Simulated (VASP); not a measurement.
# Cl on Al(100): which site?, part 6 of 6

Where does Cl sit on Al(100), and how strongly does it bind?

VASP 6.6.1, plane waves and PAW; the level of theory is named at each step.

So far. Step 8 (Potential and states with the adsorbate, site ontop): The vacuum level lies 5.19 eV above the Fermi level at the upper face; the two faces differ by 1.03 eV, the step that the slab's dipole of 0.188 e·Å makes. Step 9 (Relaxing the adsorbate, site hollow): The run ended after 14 ionic steps, 1.601 eV below its first step, once the forces on the free atoms met EDIFFG = -0.03.

### Step 10. Potential and states with the adsorbate, site hollow

Level of this step: RPBE; plane waves and PAW (Al, Cl) (VASP).

Contents of INCAR:

```
SYSTEM = Al16Cl
PREC = Normal
ENCUT = 320
EDIFF = 1E-06
NELM = 120
ISMEAR = 1
SIGMA = 0.15
LREAL = Auto
ALGO = Fast
GGA = RP
NBANDS = 44
LORBIT = 11
LWAVE = .FALSE.
LCHARG = .FALSE.
KPAR = 2
NCORE = 2
IDIPOL = 3
LDIPOL = .TRUE.
DIPOL = 0.5 0.5 0.513
LVHAR = .TRUE.
LVACPOTAV = .TRUE.
NEDOS = 1500
```

Contents of POSCAR:

```
Al16Cl
1.0
    5.7425174396      0.0000000000      0.0000000000
    0.0000000000      5.7425174396      0.0000000000
    0.0000000000      0.0000000000     21.0908595339
Al Cl
16 1
Selective dynamics
Direct
    0.2500000000      0.2500000000      0.3556042800  F F F
    0.7500000000      0.2500000000      0.3556042800  F F F
    0.2500000000      0.7500000000      0.3556042800  F F F
    0.7500000000      0.7500000000      0.3556042800  F F F
    0.0000000000      0.0000000000      0.4518680900  F F F
    0.5000000000      0.0000000000      0.4518680900  F F F
    0.0000000000      0.5000000000      0.4518680900  F F F
    0.5000000000      0.5000000000      0.4518680900  F F F
    0.2500000000      0.2500000000      0.5481025530  T T T
    0.7500000000      0.2500000000      0.5458018241  T T T
    0.2500000000      0.7500000000      0.5458018241  T T T
    0.7500000000      0.7500000000      0.5423707162  T T T
    0.9924989270      0.9924989270      0.6442769984  T T T
    0.5075010730      0.9924989270      0.6442769984  T T T
    0.9924989270      0.5075010730      0.6442769984  T T T
    0.5075010730      0.5075010730      0.6442769984  T T T
    0.2500000000      0.2500000000      0.7347068625  T T T
```

Contents of KPOINTS:

```
Automatic mesh
0
Gamma
4 4 1
0 0 0
```

The projector-augmented-wave data sets are Al and Cl (PBE family, release 64).

On the command line:

```
$ mpirun -np 4 vasp_std
```

What it wrote:

```text
[... set-up lines as in an earlier step ...]
 entering main loop
       N       E                     dE             d eps       ncg     rms          rms(c)
DAV:   1     0.153597811499E+03    0.15360E+03   -0.13297E+04   528   0.620E+02
DAV:   2    -0.383796036557E+02   -0.19198E+03   -0.18311E+03   724   0.135E+02
DAV:   3    -0.572302459231E+02   -0.18851E+02   -0.18129E+02   680   0.372E+01
DAV:   4    -0.578799387989E+02   -0.64969E+00   -0.64636E+00   672   0.836E+00
[...]
RMM:  22    -0.555610286371E+02   -0.89601E-05   -0.86307E-07   426   0.259E-03    0.967E-04
RMM:  23    -0.555610325544E+02   -0.39173E-05   -0.60628E-07   400   0.201E-03    0.438E-04
RMM:  24    -0.555610331029E+02   -0.54850E-06   -0.10186E-07   276   0.135E-03
 [... a notice as in an earlier step ...]

   1 F= -.55561033E+02 E0= -.55559876E+02  d E =-.347250E-02
```

Run time: 48 s. Hardware: 4 MPI ranks of AMD EPYC 7R43, shared host; peak memory 0.66 GiB.

From OUTCAR (step 10):

```text
  Total       -4.6107899     -4.6107899      0.5364386      0.0000000     -0.0000000     -0.0000000
  in kB      -10.6215277    -10.6215277      1.2357531      0.0000000     -0.0000000     -0.0000000
  external PRESSURE =      -6.6691008 kB  Pullay stress =       0.0000000 kB

 POSITION                                       TOTAL-FORCE (eV/Angst)
 -----------------------------------------------------------------------------------
      1.43563      1.43563      7.50000        -0.000000     -0.000000     -0.182617
      4.30689      1.43563      7.50000        -0.000000     -0.000000     -0.041046
      1.43563      4.30689      7.50000        -0.000000     -0.000000     -0.041046
      4.30689      4.30689      7.50000        -0.000000     -0.000000     -0.180436
      0.00000      0.00000      9.53029         0.128045      0.128045      0.123904
      2.87126      0.00000      9.53029        -0.128045      0.128045      0.123904
      0.00000      2.87126      9.53029         0.128045     -0.128045      0.123904
      2.87126      2.87126      9.53029        -0.128045     -0.128045      0.123904
      1.43563      1.43563     11.55995        -0.000000     -0.000000      0.028048
      4.30689      1.43563     11.51143        -0.000000     -0.000000     -0.017402
      1.43563      4.30689     11.51143        -0.000000     -0.000000     -0.017402
      4.30689      4.30689     11.43906        -0.000000     -0.000000     -0.015052
      5.69944      5.69944     13.58836        -0.011979     -0.011979     -0.004730
      2.91433      5.69944     13.58836         0.011979     -0.011979     -0.004730
[...]
-----------------------------------------------------------------------------------
    total drift:                               -0.000000     -0.000000     -0.043204

  FREE ENERGIE OF THE ION-ELECTRON SYSTEM (eV)
  ---------------------------------------------------
  free  energy   TOTEN  =       -55.5610331029 eV

  energy  without entropy=      -55.5575606005  energy(sigma->0) =      -55.55987560

[... 2 parts as in an earlier step ...]

[... 1 further part left out ...]
[key lines of the parts left out:]
E-fermi :   0.6271
```

The map of layer states is cut here 0.5 eV above the Fermi level, so it leaves out the states above that.

At the end the adsorbate's closest contact with the slab is Cl-Al at 2.83 Å, 2.09 Å to the side of the slab's atom, and its lowest atom lies 1.91 Å above the highest atom of the slab.

The vacuum level lies 4.76 eV above the Fermi level at the upper face; the two faces differ by 0.51 eV, the step that the slab's dipole of 0.093 e·Å makes.

VASP counts the dipole in electrons times Å, so a positive number points the physical dipole along −c.

The program found no field-free point at its default tolerance, but its printed level agrees with the flat part of the planar average.

On this mesh the fine structure of the density of states is sampling noise, and high empty states may be cut by the number of bands.

### Step 11. Relaxing the adsorbate, site bridge

Contents of INCAR:

```
SYSTEM = Al16Cl
PREC = Normal
ENCUT = 320
EDIFF = 1E-05
NELM = 120
ISMEAR = 1
SIGMA = 0.15
LREAL = Auto
ALGO = Fast
GGA = RP
NBANDS = 44
LORBIT = 11
LWAVE = .FALSE.
LCHARG = .FALSE.
KPAR = 2
NCORE = 2
IBRION = 2
NSW = 50
ISIF = 2
EDIFFG = -0.03
POTIM = 0.4
MAXMIX = 40
IDIPOL = 3
LDIPOL = .TRUE.
DIPOL = 0.5 0.5 0.511
```

Contents of POSCAR:

```
Al16Cl
1.0
    5.7425174396      0.0000000000      0.0000000000
    0.0000000000      5.7425174396      0.0000000000
    0.0000000000      0.0000000000     21.0908595339
Al Cl
16 1
Selective dynamics
Direct
    0.2500000000      0.2500000000      0.3556042800  F F F
    0.7500000000      0.2500000000      0.3556042800  F F F
    0.2500000000      0.7500000000      0.3556042800  F F F
    0.7500000000      0.7500000000      0.3556042800  F F F
    0.0000000000      0.0000000000      0.4518680900  F F F
    0.5000000000      0.0000000000      0.4518680900  F F F
    0.0000000000      0.5000000000      0.4518680900  F F F
    0.5000000000      0.5000000000      0.4518680900  F F F
    0.2500000000      0.2500000000      0.5440875600  T T T
    0.7500000000      0.2500000000      0.5440875600  T T T
    0.2500000000      0.7500000000      0.5440875600  T T T
    0.7500000000      0.7500000000      0.5440875600  T T T
    0.0000000000      0.0000000000      0.6428714400  T T T
    0.5000000000      0.0000000000      0.6428714400  T T T
    0.0000000000      0.5000000000      0.6428714400  T T T
    0.5000000000      0.5000000000      0.6428714400  T T T
    0.2500000000      0.0000000000      0.7092509100  T T T
```

KPOINTS is that of step 10.

On the command line:

```
$ mpirun -np 4 vasp_std
```

What it wrote:

```text
[... set-up lines as in an earlier step ...]
 entering main loop
       N       E                     dE             d eps       ncg     rms          rms(c)
DAV:   1     0.162723595410E+03    0.16272E+03   -0.13282E+04   792   0.618E+02
DAV:   2    -0.364339438802E+02   -0.19916E+03   -0.19043E+03  1024   0.138E+02
DAV:   3    -0.563496815544E+02   -0.19916E+02   -0.19433E+02   992   0.402E+01
DAV:   4    -0.571966681214E+02   -0.84699E+00   -0.84447E+00  1032   0.996E+00
[...]
RMM:  20    -0.543790123442E+02   -0.12725E-03   -0.84408E-06   534   0.776E-03    0.346E-03
RMM:  21    -0.543790971871E+02   -0.84843E-04   -0.13081E-05   542   0.733E-03    0.280E-03
RMM:  22    -0.543791035184E+02   -0.63314E-05   -0.12810E-06   412   0.383E-03
   1 F= -.54379104E+02 E0= -.54380076E+02  d E =-.543791E+02
[... from here on, the cycles between the ionic steps are left out ...]
   2 F= -.55800403E+02 E0= -.55803367E+02  d E =-.142130E+01
   3 F= -.55804708E+02 E0= -.55807619E+02  d E =-.142560E+01
   4 F= -.55805011E+02 E0= -.55807937E+02  d E =-.142591E+01
   5 F= -.55843873E+02 E0= -.55847062E+02  d E =-.388619E-01
   6 F= -.55888890E+02 E0= -.55891836E+02  d E =-.838794E-01
   7 F= -.55909569E+02 E0= -.55909397E+02  d E =-.104558E+00
   8 F= -.55912038E+02 E0= -.55912578E+02  d E =-.107027E+00
   9 F= -.55936827E+02 E0= -.55937205E+02  d E =-.247887E-01
  10 F= -.55957797E+02 E0= -.55958047E+02  d E =-.457582E-01
  11 F= -.55976548E+02 E0= -.55976766E+02  d E =-.187509E-01
  12 F= -.55981302E+02 E0= -.55981585E+02  d E =-.235051E-01
  13 F= -.55986627E+02 E0= -.55987236E+02  d E =-.532495E-02
  14 F= -.55986838E+02 E0= -.55987541E+02  d E =-.553617E-02
  15 F= -.55986845E+02 E0= -.55987526E+02  d E =-.554350E-02
  16 F= -.55986847E+02 E0= -.55987540E+02  d E =-.554527E-02
  17 F= -.55987874E+02 E0= -.55988438E+02  d E =-.102676E-02
 trial-energy change:   -0.001027  1 .order   -0.000996   -0.001500   -0.000491
 step:   4.7592(harm=  4.7592)  dis= 0.00887  next Energy=   -55.987962 (dE=-0.112E-02)
 reached required accuracy - stopping structural energy minimisation
```

Wall time 5.8 min (4 MPI ranks); peak memory 0.77 GiB.

Parts of OUTCAR (step 11):

```text
  Total       -4.1370668     -3.7157445      1.1370743      0.0000000      0.0000000      0.0000000
  in kB       -9.5302478     -8.5596795      2.6193921      0.0000000      0.0000000      0.0000000
  external PRESSURE =      -5.1568450 kB  Pullay stress =       0.0000000 kB

 POSITION                                       TOTAL-FORCE (eV/Angst)
 -----------------------------------------------------------------------------------
      1.43563      1.43563      7.50000         0.000000     -0.089004     -0.104057
      4.30689      1.43563      7.50000         0.000000     -0.051652     -0.161815
      1.43563      4.30689      7.50000         0.000000      0.089004     -0.104057
      4.30689      4.30689      7.50000         0.000000      0.051652     -0.161815
      0.00000      0.00000      9.53029         0.109088      0.000000      0.069002
      2.87126      0.00000      9.53029        -0.109088      0.000000      0.069002
      0.00000      2.87126      9.53029         0.184394      0.000000      0.162402
      2.87126      2.87126      9.53029        -0.184394      0.000000      0.162402
      1.43563      1.41279     11.53600        -0.000000     -0.000324      0.006472
      4.30689      1.41291     11.46528         0.000000      0.009812     -0.001344
      1.43563      4.32973     11.53600        -0.000000      0.000324      0.006472
      4.30689      4.32961     11.46528         0.000000     -0.009812     -0.001344
      5.65581      0.00000     13.64889         0.001775      0.000000     -0.004268
      2.95796      0.00000     13.64889        -0.001775      0.000000     -0.004268
[...]
-----------------------------------------------------------------------------------
    total drift:                                0.000000     -0.000000     -0.026580

  FREE ENERGIE OF THE ION-ELECTRON SYSTEM (eV)
  ---------------------------------------------------
  free  energy   TOTEN  =       -55.9878737592 eV

  energy  without entropy=      -55.9895652837  energy(sigma->0) =      -55.98843760

[... 2 parts as in an earlier step ...]

[... 2 further parts left out ...]
[key lines of the parts left out:]
E-fermi :   0.7010
```

The run keeps the 4 symmetry operations of its start, so it cannot find a distortion of lower symmetry.

Relaxation path:

| step | energy less that of the first step (eV) | largest force (eV/Å) |
| --- | --- | --- |
| 1 | 0.0000 | 6.9936 |
| 2 | -1.4213 | 0.6889 |
| 3 | -1.4256 | 0.7086 |
| 4 | -1.4259 | 0.6255 |
| 5 | -1.4648 | 0.5544 |
| 6 | -1.5098 | 0.4720 |
| 7 | -1.5305 | 0.4031 |
| 8 | -1.5329 | 0.3290 |
| 9 | -1.5577 | 0.2462 |
| 10 | -1.5787 | 0.2961 |
| 11 | -1.5974 | 0.1359 |
| 12 | -1.6022 | 0.1390 |
| 13 | -1.6075 | 0.0526 |
| 14 | -1.6077 | 0.0508 |
| 15 | -1.6077 | 0.0637 |
| 16 | -1.6077 | 0.0505 |
| 17 | -1.6088 | 0.0239 |

The atoms that moved most (Å):

| atom | dx | dy | dz | length |
| --- | --- | --- | --- | --- |
| Cl17 | 0.000 | 0.000 | 0.571 | 0.571 |
| Al13 | -0.087 | 0.000 | 0.090 | 0.125 |
| Al14 | 0.087 | 0.000 | 0.090 | 0.125 |
| Al9 | 0.000 | -0.023 | 0.061 | 0.065 |
| Al11 | 0.000 | 0.023 | 0.061 | 0.065 |
| Al16 | 0.019 | 0.000 | -0.060 | 0.063 |
| Al15 | -0.019 | 0.000 | -0.060 | 0.063 |
| Al10 | 0.000 | -0.023 | -0.010 | 0.025 |

Final coordinates:

```
Al Cl
1.0
     5.74252    0.00000    0.00000
     0.00000    5.74252    0.00000
     0.00000    0.00000   21.09086
Al Cl
16 1
Direct
  0.25000 0.25000 0.35560
  0.75000 0.25000 0.35560
  0.25000 0.75000 0.35560
  0.75000 0.75000 0.35560
  0.00000 0.00000 0.45187
  0.50000 0.00000 0.45187
  0.00000 0.50000 0.45187
  0.50000 0.50000 0.45187
  0.25000 0.24602 0.54697
  0.75000 0.24604 0.54361
  0.25000 0.75398 0.54697
  0.75000 0.75396 0.54361
  0.98490 0.00000 0.64715
  0.51510 0.00000 0.64715
  0.99677 0.50000 0.64003
  0.50323 0.50000 0.64003
  0.25000 0.00000 0.73633
```

The run ended after 17 ionic steps, 1.609 eV below its first step, once the forces on the free atoms met EDIFFG = -0.03.

### Step 12. Potential and states with the adsorbate, site bridge

Contents of INCAR:

```
SYSTEM = Al16Cl
PREC = Normal
ENCUT = 320
EDIFF = 1E-06
NELM = 120
ISMEAR = 1
SIGMA = 0.15
LREAL = Auto
ALGO = Fast
GGA = RP
NBANDS = 44
LORBIT = 11
LWAVE = .FALSE.
LCHARG = .FALSE.
KPAR = 2
NCORE = 2
IDIPOL = 3
LDIPOL = .TRUE.
DIPOL = 0.5 0.5 0.513
LVHAR = .TRUE.
LVACPOTAV = .TRUE.
NEDOS = 1500
```

Contents of POSCAR:

```
Al16Cl
1.0
    5.7425174396      0.0000000000      0.0000000000
    0.0000000000      5.7425174396      0.0000000000
    0.0000000000      0.0000000000     21.0908595339
Al Cl
16 1
Selective dynamics
Direct
    0.2500000000      0.2500000000      0.3556042800  F F F
    0.7500000000      0.2500000000      0.3556042800  F F F
    0.2500000000      0.7500000000      0.3556042800  F F F
    0.7500000000      0.7500000000      0.3556042800  F F F
    0.0000000000      0.0000000000      0.4518680900  F F F
    0.5000000000      0.0000000000      0.4518680900  F F F
    0.0000000000      0.5000000000      0.4518680900  F F F
    0.5000000000      0.5000000000      0.4518680900  F F F
    0.2500000000      0.2460219532      0.5469668822  T T T
    0.7500000000      0.2460430176      0.5436136322  T T T
    0.2500000000      0.7539780468      0.5469668822  T T T
    0.7500000000      0.7539569824      0.5436136322  T T T
    0.9849015240      0.0000000000      0.6471471191  T T T
    0.5150984760      0.0000000000      0.6471471191  T T T
    0.9967725737      0.5000000000      0.6400349872  T T T
    0.5032274263      0.5000000000      0.6400349872  T T T
    0.2500000000      0.0000000000      0.7363257814  T T T
```

KPOINTS is that of step 11.

On the command line:

```
$ mpirun -np 4 vasp_std
```

What it wrote:

```text
[... set-up lines as in an earlier step ...]
 entering main loop
       N       E                     dE             d eps       ncg     rms          rms(c)
DAV:   1     0.152257473708E+03    0.15226E+03   -0.13216E+04   792   0.618E+02
DAV:   2    -0.385369005131E+02   -0.19079E+03   -0.18217E+03  1048   0.136E+02
DAV:   3    -0.575099004216E+02   -0.18973E+02   -0.18381E+02  1024   0.381E+01
DAV:   4    -0.582525670809E+02   -0.74267E+00   -0.73951E+00  1032   0.907E+00
[...]
RMM:  22    -0.559878650414E+02   -0.47784E-05   -0.67849E-07   619   0.218E-03    0.726E-04
RMM:  23    -0.559878666953E+02   -0.16539E-05   -0.28102E-07   549   0.165E-03    0.422E-04
RMM:  24    -0.559878670119E+02   -0.31657E-06   -0.73143E-08   430   0.122E-03
 [... a notice as in an earlier step ...]

   1 F= -.55987867E+02 E0= -.55988423E+02  d E =0.166884E-02
```

Elapsed: 48 s, on 4 MPI ranks; peak memory 0.71 GiB.

Parts of OUTCAR (step 12):

```text
  Total       -4.0996879     -3.6856398      1.1310580      0.0000000      0.0000000      0.0000000
  in kB       -9.4441408     -8.4903296      2.6055328      0.0000000      0.0000000      0.0000000
  external PRESSURE =      -5.1096459 kB  Pullay stress =       0.0000000 kB

 POSITION                                       TOTAL-FORCE (eV/Angst)
 -----------------------------------------------------------------------------------
      1.43563      1.43563      7.50000         0.000000     -0.088985     -0.103394
      4.30689      1.43563      7.50000         0.000000     -0.051603     -0.161197
      1.43563      4.30689      7.50000         0.000000      0.088985     -0.103394
      4.30689      4.30689      7.50000         0.000000      0.051603     -0.161197
      0.00000      0.00000      9.53029         0.109055      0.000000      0.069362
      2.87126      0.00000      9.53029        -0.109055      0.000000      0.069362
      0.00000      2.87126      9.53029         0.184329      0.000000      0.162760
      2.87126      2.87126      9.53029        -0.184329      0.000000      0.162760
      1.43563      1.41279     11.53600         0.000000     -0.000234      0.007029
      4.30689      1.41291     11.46528         0.000000      0.010253     -0.000996
      1.43563      4.32973     11.53600         0.000000      0.000234      0.007029
      4.30689      4.32961     11.46528        -0.000000     -0.010253     -0.000996
      5.65581      0.00000     13.64889         0.000298      0.000000     -0.005673
      2.95796      0.00000     13.64889        -0.000298      0.000000     -0.005673
[...]
-----------------------------------------------------------------------------------
    total drift:                                0.000000      0.000000     -0.035134

  FREE ENERGIE OF THE ION-ELECTRON SYSTEM (eV)
  ---------------------------------------------------
  free  energy   TOTEN  =       -55.9878670119 eV

  energy  without entropy=      -55.9895358568  energy(sigma->0) =      -55.98842329

[... 2 parts as in an earlier step ...]

[... 1 further part left out ...]
[key lines of the parts left out:]
E-fermi :   0.7032
```

The map of layer states is cut here 0.5 eV above the Fermi level, so it leaves out the states above that.

At the end the adsorbate's closest contact with the slab is Cl-Al at 2.42 Å, 1.52 Å to the side of the slab's atom, and its lowest atom lies 1.88 Å above the highest atom of the slab.

The vacuum level lies 4.52 eV above the Fermi level at the upper face; the two faces differ by 0.30 eV, the step that the slab's dipole of 0.055 e·Å makes.

VASP counts the dipole in electrons times Å, so a positive number points the physical dipole along −c.

The program found no field-free point at its default tolerance, but its printed level agrees with the flat part of the planar average.

On this mesh the fine structure of the density of states is sampling noise, and high empty states may be cut by the number of bands.

### Step 13. The sites side by side

This step: adsorption sites, RPBE; plane waves and PAW (VASP 6.6.1).

No new run; the numbers come from the runs before.

The site's symmetry is kept, so a site may be a saddle point. All sites:

| site | adsorption energy (eV) | height over the top layer (Å) | shortest distance to the metal (Å) | bond in the molecule (Å) | change of the work function (eV) | sideways move (Å) |
| --- | --- | --- | --- | --- | --- | --- |
| ontop | -1.813 | 2.283 | 2.188 | - | 1.099 | 0 |
| hollow | -1.441 | 1.907 | 2.83 | - | 0.6715 | 0 |
| bridge | -1.87 | 1.956 | 2.42 | - | 0.4254 | 0 |

Each adsorption energy is the energy with the adsorbate less the clean slab (-52.431 eV) and the reference (-1.687 eV, half of Cl2).

### Step 14. Summary of results

| Property | Result |
| --- | --- |
| ontop start | -1.81 eV |
| hollow start | -1.44 eV |
| bridge start | -1.87 eV |

**Reading.** Among the starts that kept their site, Cl is lowest at the bridge site of Al(100), at -1.87 eV against half of Cl2; ontop lies 0.06 eV higher and hollow lies 0.43 eV higher. At that site the work function rises by 0.43 eV from 4.09 eV. The bare lower face moves by +0.11 eV too, a measure of how thin the slab is. Symmetry was kept, so any start that stayed on its site may sit on a saddle point. The slab is thin, and zero-point and thermal parts are left out.

[Lines on the potential files, build, host, timing and source positions are cut from VASP's logs without a mark.]

[Logs are printed without paths, hosts, clocks, repeated set-up lines and the standing remarks that a program may print on its own settings, such as how far it seeks lower states.]

[Hosts, paths, dates, database ids (printed as entryN), source tags and the programs' standing remarks are cut or masked in the printed files.]

[Runs that stopped without an error message from VASP are left out.]
